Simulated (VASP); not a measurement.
# A VASP study of ZrC (PBEsol): structure first, properties next, part 3 of 4

Wanted: the relaxed cell of ZrC and its properties. The start is a cell from a database of measured crystal structures.

VASP 6.6.1; PBEsol; plane waves and PAW (Zr_sv, C).

So far. Step 5 (Band structure (PBEsol)): There is no gap at this level. Step 5 (Band structure (PBEsol)): Of the bands kept, 4 cross the Fermi level on this path.

The database entry behind the starting cell differs from later determinations by our own check (an axis about 0.7 % long against later determinations), so it need not match the best structure at ambient conditions.

## (6) Density of states (PBEsol)

A density of states needs more k-points than a total energy; ISMEAR = -5 takes tetrahedra, and LORBIT projects the states on the PAW spheres. The mesh is finer than in the run before.

INCAR reads:

```
SYSTEM = ZrC
PREC = Accurate
ENCUT = 520
EDIFF = 1E-06
NELM = 100
ISMEAR = -5
SIGMA = 0.05
LREAL = .FALSE.
ALGO = Normal
GGA = PS
NBANDS = 20
LASPH = .TRUE.
LORBIT = 11
LWAVE = .FALSE.
LCHARG = .FALSE.
KPAR = 2
NEDOS = 2001
```

POSCAR reads:

```
ZrC
1.0
    0.0000000000      2.3357034427      2.3357034427
    2.3357034427      0.0000000000      2.3357034427
    2.3357034427      2.3357034427      0.0000000000
Zr C
1 1
Direct
    0.5000000000      0.5000000000      0.5000000000
    0.0000000000      0.0000000000      0.0000000000
```

KPOINTS reads:

```
Automatic mesh
0
Gamma
12 12 12
0 0 0
```

PAW data sets: Zr_sv and C (PBE family, release 64).

Started as:

```console
mpirun -np 2 vasp_std
```

The program printed:

```text
[... set-up lines as in an earlier step ...]
 entering main loop
       N       E                     dE             d eps       ncg     rms          rms(c)
DAV:   1     0.104937901185E+03    0.10494E+03   -0.80378E+03  2880   0.807E+02
DAV:   2    -0.176624270242E+02   -0.12260E+03   -0.11463E+03  3296   0.240E+02
DAV:   3    -0.235679064971E+02   -0.59055E+01   -0.57718E+01  4460   0.440E+01
DAV:   4    -0.237816946644E+02   -0.21379E+00   -0.21361E+00  3428   0.556E+00
DAV:   5    -0.237824975685E+02   -0.80290E-03   -0.80289E-03  3696   0.393E-01    0.216E+01
DAV:   6    -0.207126268870E+02    0.30699E+01   -0.28179E+00  3468   0.163E+01    0.811E+00
DAV:   7    -0.205973335306E+02    0.11529E+00   -0.35928E-01  3452   0.419E+00    0.664E+00
DAV:   8    -0.205881090788E+02    0.92245E-02   -0.16552E-01  3544   0.278E+00    0.372E+00
DAV:   9    -0.205726319669E+02    0.15477E-01   -0.17595E-02  3176   0.918E-01    0.670E-01
DAV:  10    -0.205721321084E+02    0.49986E-03   -0.16564E-03  3500   0.298E-01    0.265E-01
DAV:  11    -0.205720746182E+02    0.57490E-04   -0.15453E-04  3848   0.836E-02    0.185E-02
DAV:  12    -0.205720745320E+02    0.86194E-07   -0.39991E-06  3348   0.151E-02
   1 F= -.20572075E+02 E0= -.20572075E+02  d E =0.000000E+00
 -----------------------------------------------------------------------------
|                                                                             |
|           W    W    AA    RRRRR   N    N  II  N    N   GGGG   !!!           |
|           W    W   A  A   R    R  NN   N  II  NN   N  G    G  !!!           |
|           W    W  A    A  R    R  N N  N  II  N N  N  G       !!!           |
|           W WW W  AAAAAA  RRRRR   N  N N  II  N  N N  G  GGG   !            |
|           WW  WW  A    A  R   R   N   NN  II  N   NN  G    G                |
|           W    W  A    A  R    R  N    N  II  N    N   GGGG   !!!           |
|                                                                             |
|     Tetrahedron method does not include variations of the Fermi             |
|     occupations, so forces and stress will be inaccurate. We suggest        |
|     using a different smearing scheme ISMEAR = 1 or 2 for metals in         |
|     relaxations.                                                            |
|                                                                             |
 -----------------------------------------------------------------------------
```

The job ended after 10 s (2 MPI ranks of Intel Xeon 6975P-C (Granite Rapids), shared host; peak memory 0.32 GiB; 19 s of CPU time).

OUTCAR, selected parts (step 6):

```text
   k-points           NKPTS =     72   k-points in BZ     NKDIM =     72   number of bands    NBANDS=     20

   NELECT =      16.0000    total number of electrons

 E-fermi :   9.7454

 k-point     1 :       0.0000    0.0000    0.0000
  band No.  band energies     occupation
      1     -38.1966      2.00000
      2     -15.9249      2.00000
      3     -15.9249      2.00000
      4     -15.9249      2.00000
      5      -1.6367      2.00000
      6      10.6669     -0.50954
      7      10.6669      0.00000
      8      10.6669      0.00000
      9      10.7697      0.00000
     10      10.7697      0.00000
    ...

  Total        0.0019637      0.0019637      0.0019637      0.0000000     -0.0000000      0.0000000
  in kB        0.1234557      0.1234557      0.1234557      0.0000000     -0.0000000      0.0000000
  external PRESSURE =       0.1234557 kB  Pullay stress =       0.0000000 kB

  FREE ENERGIE OF THE ION-ELECTRON SYSTEM (eV)
  ---------------------------------------------------
  free  energy   TOTEN  =       -20.5720745320 eV

  energy  without entropy=      -20.5720745320  energy(sigma->0) =      -20.57207453

[... 7 parts as in an earlier step ...]

[... 10 further parts left out ...]
```

With tetrahedra the forces and stress of a metal are not exact derivatives of the energy.

This step gave:

| Property | Result |
| --- | --- |
| irreducible k-points | 72 |
| Fermi energy | 9.745 eV |
| pressure | 0.01235 GPa |
| DOS at the Fermi level | 0.2117 states/eV/cell |

The density of states has structure finer than the step of the table below, so its rows give means over 1 eV, whole bins alone (the curve runs from -12.0 to 2.78 eV). Peaks (eV: height): total -9.4: 1.69, -2.4: 5.46; Zr d -9.4: 0.164, -2.4: 1.29; C p -2.4: 1.27; Zr p -9.0: 0.0812, -2.4: 0.333; Zr s -9.8: 0.0465, -4.2: 0.079.

States under -12.0 eV and over 2.8 eV are left out. Table of density of states by energy, zero at the Fermi level; means over each step; values in states/eV/cell:

```
energy (eV)   total     Zr d      C p     Zr p     Zr s      C s
        -11  0.0879   1.9e-4   2.5e-4  0.00183   0.0105   0.0313
        -10   0.768   0.0638  0.00204   0.0242   0.0336    0.312
         -9    1.10   0.0841  0.00315   0.0569   0.0185    0.478
         -8  0.0454  0.00102   1.1e-4  0.00367   3.5e-4   0.0208
         -7       0        0        0        0        0        0
         -6       0        0        0        0        0        0
         -5   0.233   0.0420   0.0438  0.00287   0.0233  0.00261
         -4   0.928    0.178    0.198   0.0210   0.0689   0.0103
         -3    1.50    0.390    0.371   0.0480   0.0295  0.00920
         -2    2.57    0.713    0.618    0.104  0.00632  0.00747
         -1   0.661    0.171    0.192   0.0179  0.00216  0.00205
          0   0.275   0.0653   0.0813  0.00854   8.3e-4   6.3e-4
          1   0.507    0.219   0.0846  0.00655  0.00325  0.00232
          2   0.696    0.363   0.0873  0.00362  0.00533  0.00421
```

The finer mesh and the other smearing move the Fermi level by +0.10 eV from the 8×8×8 run, one measure of the sampling error in the zero of the bands above. Of the states within 0.3 eV of the Fermi level, the largest shares in the PAW spheres are C p 31 % and Zr d 22 %. The rest lies in smaller channels or between the spheres.

## (7) Volume scan with PBEsol, volume scale 0.94

An equation of state needs energies on both sides of the minimum, all on one mesh and cutoff.

INCAR reads:

```
SYSTEM = ZrC
PREC = Accurate
ENCUT = 520
EDIFF = 1E-06
NELM = 100
ISMEAR = 0
SIGMA = 0.05
LREAL = .FALSE.
ALGO = Normal
GGA = PS
NBANDS = 14
LASPH = .TRUE.
LORBIT = 11
LWAVE = .FALSE.
LCHARG = .FALSE.
KPAR = 2
ISIF = 2
```

POSCAR reads:

```
ZrC
1.0
    0.0000000000      2.2880226465      2.2880226465
    2.2880226465      0.0000000000      2.2880226465
    2.2880226465      2.2880226465      0.0000000000
Zr C
1 1
Direct
    0.5000000000      0.5000000000      0.5000000000
    0.0000000000      0.0000000000      0.0000000000
```

KPOINTS reads:

```
Automatic mesh
0
Gamma
8 8 8
0 0 0
```

Started as:

```console
mpirun -np 2 vasp_std
```

The program printed:

```text
[... set-up lines as in an earlier step ...]
 entering main loop
       N       E                     dE             d eps       ncg     rms          rms(c)
DAV:   1     0.992687956442E+02    0.99269E+02   -0.87497E+03   812   0.117E+03
DAV:   2    -0.172853389651E+02   -0.11655E+03   -0.10892E+03   992   0.305E+02
DAV:   3    -0.234171272980E+02   -0.61318E+01   -0.60754E+01  1296   0.604E+01
DAV:   4    -0.236269061752E+02   -0.20978E+00   -0.20975E+00  1002   0.726E+00
DAV:   5    -0.236292507994E+02   -0.23446E-02   -0.23446E-02  1110   0.748E-01    0.246E+01
DAV:   6    -0.205873849047E+02    0.30419E+01   -0.66076E+00   940   0.234E+01    0.945E+00
DAV:   7    -0.205106959845E+02    0.76689E-01   -0.39750E-01   974   0.547E+00    0.759E+00
DAV:   8    -0.205106924221E+02    0.35623E-05   -0.19662E-01   950   0.357E+00    0.404E+00
DAV:   9    -0.204941196645E+02    0.16573E-01   -0.43129E-02   902   0.148E+00    0.315E-01
DAV:  10    -0.204947066790E+02   -0.58701E-03   -0.29674E-03  1060   0.523E-01    0.597E-01
DAV:  11    -0.204943630641E+02    0.34361E-03   -0.10039E-03   932   0.265E-01    0.463E-02
DAV:  12    -0.204943608346E+02    0.22295E-05   -0.18383E-05  1000   0.316E-02    0.801E-03
DAV:  13    -0.204943604717E+02    0.36290E-06   -0.56116E-07   622   0.660E-03
   1 F= -.20494360E+02 E0= -.20493837E+02  d E =-.104603E-02
```

Elapsed: 2.8 s, on 2 MPI ranks; peak memory 0.25 GiB.

OUTCAR, selected parts (step 7):

```text
   ENCUT  =  520.0 eV  38.22 Ry    6.18 a.u.   6.02  6.02  6.02*2*pi/ulx,y,z

   NELECT =      16.0000    total number of electrons

 E-fermi :  10.3791

 k-point     1 :       0.0000    0.0000    0.0000
  band No.  band energies     occupation
      1     -37.2280      2.00000
      2     -14.9038      2.00000
      3     -14.9038      2.00000
      4     -14.9038      2.00000
      5      -1.1040      2.00000
      6      11.4204      0.00000
      7      11.4204      0.00000
      8      11.4204      0.00000
      9      11.5210      0.00000
     10      11.5210      0.00000
    ...

  Total        2.4672714      2.4672714      2.4672714      0.0000000      0.0000000      0.0000000
  in kB      165.0123879    165.0123879    165.0123879      0.0000000      0.0000000      0.0000000
  external PRESSURE =     165.0123879 kB  Pullay stress =       0.0000000 kB

 POSITION                                       TOTAL-FORCE (eV/Angst)
 -----------------------------------------------------------------------------------
      2.28802      2.28802      2.28802         0.000000     -0.000000      0.000000
      0.00000      0.00000      0.00000         0.000000      0.000000     -0.000000
 -----------------------------------------------------------------------------------
    total drift:                                0.000000     -0.000000      0.000000

  FREE ENERGIE OF THE ION-ELECTRON SYSTEM (eV)
  ---------------------------------------------------
  free  energy   TOTEN  =       -20.4943604717 eV

  energy  without entropy=      -20.4933144385  energy(sigma->0) =      -20.49383746

[... 3 parts as in an earlier step ...]

[... 13 further parts left out ...]
```

The scan keeps the cell's shape and the fractional positions fixed.

Numbers from this step:

| Item | Value |
| --- | --- |
| SCF cycles | 13 |
| bands | 14 |
| irreducible k-points | 29 |
| free energy (TOTEN) | -20.49 eV |
| energy at zero smearing | -20.49 eV |
| Fermi energy | 10.38 eV |
| pressure | 16.50 GPa |

The pressure here is 16.50 GPa.

## (8) Volume scan with PBEsol, volume scale 0.96

INCAR is that of step 7.

POSCAR reads:

```
ZrC
1.0
    0.0000000000      2.3041360130      2.3041360130
    2.3041360130      0.0000000000      2.3041360130
    2.3041360130      2.3041360130      0.0000000000
Zr C
1 1
Direct
    0.5000000000      0.5000000000      0.5000000000
    0.0000000000      0.0000000000      0.0000000000
```

KPOINTS is that of step 7.

Started as:

```console
mpirun -np 2 vasp_std
```

The program printed:

```text
[... set-up lines as in an earlier step ...]
 entering main loop
       N       E                     dE             d eps       ncg     rms          rms(c)
DAV:   1     0.983185815643E+02    0.98319E+02   -0.88444E+03   812   0.117E+03
DAV:   2    -0.175306411010E+02   -0.11585E+03   -0.10872E+03  1024   0.295E+02
DAV:   3    -0.234455257320E+02   -0.59149E+01   -0.58671E+01  1286   0.594E+01
DAV:   4    -0.236946618775E+02   -0.24914E+00   -0.24904E+00  1016   0.727E+00
DAV:   5    -0.236973055584E+02   -0.26437E-02   -0.26437E-02  1082   0.798E-01    0.235E+01
DAV:   6    -0.206407023209E+02    0.30566E+01   -0.67316E+00   946   0.234E+01    0.896E+00
DAV:   7    -0.205558092553E+02    0.84893E-01   -0.42734E-01   932   0.556E+00    0.723E+00
DAV:   8    -0.205551856323E+02    0.62362E-03   -0.21909E-01   986   0.369E+00    0.393E+00
DAV:   9    -0.205372067382E+02    0.17979E-01   -0.49264E-02   902   0.157E+00    0.382E-01
DAV:  10    -0.205377158167E+02   -0.50908E-03   -0.22618E-03  1094   0.498E-01    0.537E-01
DAV:  11    -0.205374114001E+02    0.30442E-03   -0.92279E-04   902   0.249E-01    0.457E-02
DAV:  12    -0.205374088026E+02    0.25975E-05   -0.18252E-05  1024   0.309E-02    0.770E-03
DAV:  13    -0.205374084347E+02    0.36789E-06   -0.61368E-07   652   0.660E-03
   1 F= -.20537408E+02 E0= -.20536898E+02  d E =-.102071E-02
```

It took 3.2 s on 2 MPI ranks; peak memory 0.25 GiB.

From OUTCAR (step 8):

```text
   ENCUT  =  520.0 eV  38.22 Ry    6.18 a.u.   6.06  6.06  6.06*2*pi/ulx,y,z

   NELECT =      16.0000    total number of electrons

 E-fermi :  10.1210

 k-point     1 :       0.0000    0.0000    0.0000
  band No.  band energies     occupation
      1     -37.5598      2.00000
      2     -15.2553      2.00000
      3     -15.2553      2.00000
      4     -15.2553      2.00000
      5      -1.2904      2.00000
      6      11.1610      0.00000
      7      11.1610      0.00000
      8      11.1610      0.00000
      9      11.2627      0.00000
     10      11.2627      0.00000
    ...

  Total        1.5970185      1.5970185      1.5970185      0.0000000      0.0000000     -0.0000000
  in kB      104.5842291    104.5842291    104.5842291      0.0000000      0.0000000     -0.0000000
  external PRESSURE =     104.5842291 kB  Pullay stress =       0.0000000 kB

 POSITION                                       TOTAL-FORCE (eV/Angst)
 -----------------------------------------------------------------------------------
      2.30414      2.30414      2.30414         0.000000      0.000000      0.000000
      0.00000      0.00000      0.00000        -0.000000     -0.000000     -0.000000
 -----------------------------------------------------------------------------------
    total drift:                                0.000000     -0.000000      0.000000

  FREE ENERGIE OF THE ION-ELECTRON SYSTEM (eV)
  ---------------------------------------------------
  free  energy   TOTEN  =       -20.5374084347 eV

  energy  without entropy=      -20.5363877296  energy(sigma->0) =      -20.53689808

[... 4 parts as in an earlier step ...]

[... 12 further parts left out ...]
```

This step gave:

| Property | Result |
| --- | --- |
| free energy (TOTEN) | -20.54 eV |
| energy at zero smearing | -20.54 eV |
| Fermi energy | 10.12 eV |
| pressure | 10.46 GPa |

The pressure falls from 16.50 to 10.46 GPa.

The run ends at a pressure of 10.46 GPa.

## (9) Volume scan with PBEsol, volume scale 0.98

INCAR is that of step 8.

POSCAR reads:

```
ZrC
1.0
    0.0000000000      2.3200271083      2.3200271083
    2.3200271083      0.0000000000      2.3200271083
    2.3200271083      2.3200271083      0.0000000000
Zr C
1 1
Direct
    0.5000000000      0.5000000000      0.5000000000
    0.0000000000      0.0000000000      0.0000000000
```

KPOINTS is that of step 8.

Started as:

```console
mpirun -np 2 vasp_std
```

The program printed:

```text
[... set-up lines as in an earlier step ...]
 entering main loop
       N       E                     dE             d eps       ncg     rms          rms(c)
DAV:   1     0.992495200253E+02    0.99250E+02   -0.87438E+03   820   0.116E+03
DAV:   2    -0.175377334079E+02   -0.11679E+03   -0.11008E+03  1034   0.304E+02
DAV:   3    -0.236144167581E+02   -0.60767E+01   -0.60445E+01  1268   0.589E+01
DAV:   4    -0.237445163587E+02   -0.13010E+00   -0.13003E+00  1004   0.631E+00
[...]
DAV:  11    -0.205621595689E+02    0.30330E-03   -0.97086E-04   932   0.255E-01    0.525E-02
DAV:  12    -0.205621562311E+02    0.33378E-05   -0.20063E-05  1030   0.330E-02    0.927E-03
DAV:  13    -0.205621558342E+02    0.39687E-06   -0.76693E-07   640   0.699E-03
   1 F= -.20562156E+02 E0= -.20561707E+02  d E =-.898250E-03
```

The job ended after 3 s (2 MPI ranks; peak memory 0.25 GiB; 4.9 s of CPU time).

OUTCAR, selected parts (step 9):

```text
  Total        0.7767663      0.7767663      0.7767663      0.0000000      0.0000000     -0.0000000
  in kB       49.8301011     49.8301011     49.8301011      0.0000000      0.0000000     -0.0000000
  external PRESSURE =      49.8301011 kB  Pullay stress =       0.0000000 kB

 POSITION                                       TOTAL-FORCE (eV/Angst)
 -----------------------------------------------------------------------------------
      2.32003      2.32003      2.32003        -0.000000     -0.000000     -0.000000
      0.00000      0.00000      0.00000         0.000000      0.000000      0.000000
 -----------------------------------------------------------------------------------
    total drift:                                0.000000     -0.000000      0.000000

  FREE ENERGIE OF THE ION-ELECTRON SYSTEM (eV)
  ---------------------------------------------------
  free  energy   TOTEN  =       -20.5621558342 eV

  energy  without entropy=      -20.5612575839  energy(sigma->0) =      -20.56170671

[... 1 part as in an earlier step ...]

[... 2 further parts left out ...]
[key lines of the parts left out:]
E-fermi :   9.8756
```

The pressure falls from 10.46 to 4.98 GPa.

The run ends at a pressure of 4.98 GPa.

## (10) Volume scan with PBEsol, volume scale 1

INCAR is that of step 9.

POSCAR reads:

```
ZrC
1.0
    0.0000000000      2.3357034427      2.3357034427
    2.3357034427      0.0000000000      2.3357034427
    2.3357034427      2.3357034427      0.0000000000
Zr C
1 1
Direct
    0.5000000000      0.5000000000      0.5000000000
    0.0000000000      0.0000000000      0.0000000000
```

KPOINTS is that of step 9.

Started as:

```console
mpirun -np 2 vasp_std
```

The program printed:

```text
[... set-up lines as in an earlier step ...]
 entering main loop
       N       E                     dE             d eps       ncg     rms          rms(c)
[... 13 cycles as in an earlier step ...]
   1 F= -.20570301E+02 E0= -.20569915E+02  d E =-.771788E-03
```

It took 4.4 s on 2 MPI ranks; peak memory 0.3 GiB.

OUTCAR, selected parts (step 10):

```text
[... 6 parts as in an earlier step ...]

[... 1 further part left out ...]
[key lines of the parts left out:]
E-fermi :   9.6418
```

The pressure falls from 4.98 to 0.02 GPa.

The run ends at a pressure of 0.02 GPa.

## (11) Volume scan with PBEsol, volume scale 1.02

INCAR is that of step 10.

POSCAR reads:

```
ZrC
1.0
    0.0000000000      2.3511721282      2.3511721282
    2.3511721282      0.0000000000      2.3511721282
    2.3511721282      2.3511721282      0.0000000000
Zr C
1 1
Direct
    0.5000000000      0.5000000000      0.5000000000
    0.0000000000      0.0000000000      0.0000000000
```

KPOINTS is that of step 10.

Started as:

```console
mpirun -np 2 vasp_std
```

The program printed:

```text
[... set-up lines as in an earlier step ...]
 entering main loop
       N       E                     dE             d eps       ncg     rms          rms(c)
DAV:   1     0.105251186671E+03    0.10525E+03   -0.86841E+03   812   0.115E+03
DAV:   2    -0.171284206451E+02   -0.12238E+03   -0.11491E+03  1004   0.307E+02
DAV:   3    -0.237167639887E+02   -0.65883E+01   -0.65440E+01  1340   0.603E+01
DAV:   4    -0.237977781188E+02   -0.81014E-01   -0.80987E-01   992   0.494E+00
[...]
DAV:  11    -0.205634428651E+02    0.26322E-03   -0.90224E-04   908   0.242E-01    0.528E-02
DAV:  12    -0.205634389261E+02    0.39390E-05   -0.17999E-05  1036   0.308E-02    0.110E-02
DAV:  13    -0.205634384491E+02    0.47698E-06   -0.11135E-06   748   0.759E-03
   1 F= -.20563438E+02 E0= -.20563089E+02  d E =-.698630E-03
```

Wall time 4.4 s (2 MPI ranks); peak memory 0.3 GiB.

OUTCAR, selected parts (step 11):

```text
  Total       -0.7258959     -0.7258959     -0.7258959      0.0000000      0.0000000     -0.0000000
  in kB      -44.7405847    -44.7405847    -44.7405847      0.0000000      0.0000000     -0.0000000
  external PRESSURE =     -44.7405847 kB  Pullay stress =       0.0000000 kB

 POSITION                                       TOTAL-FORCE (eV/Angst)
 -----------------------------------------------------------------------------------
      2.35117      2.35117      2.35117         0.000000     -0.000000      0.000000
      0.00000      0.00000      0.00000        -0.000000      0.000000     -0.000000
 -----------------------------------------------------------------------------------
    total drift:                                0.000000      0.000000      0.000000

  FREE ENERGIE OF THE ION-ELECTRON SYSTEM (eV)
  ---------------------------------------------------
  free  energy   TOTEN  =       -20.5634384491 eV

  energy  without entropy=      -20.5627398189  energy(sigma->0) =      -20.56308913

[... 1 part as in an earlier step ...]

[... 2 further parts left out ...]
[key lines of the parts left out:]
E-fermi :   9.4183
```

The pressure falls from 0.02 to -4.47 GPa.

The run ends at a pressure of -4.47 GPa.

(Part 3 of 4 ends here.)

[Lines on the potential files, build, host, timing and source positions are cut from VASP's logs without a mark.]

[Logs are printed without paths, hosts, clocks, repeated set-up lines and the standing remarks that a program may print on its own settings, such as how far it seeks lower states.]

[Hosts, paths, dates, database ids (printed as entryN), source tags and the programs' standing remarks are cut or masked in the printed files.]

[A measured line is paired with the nearest computed mode of its activity, which favours agreement.]
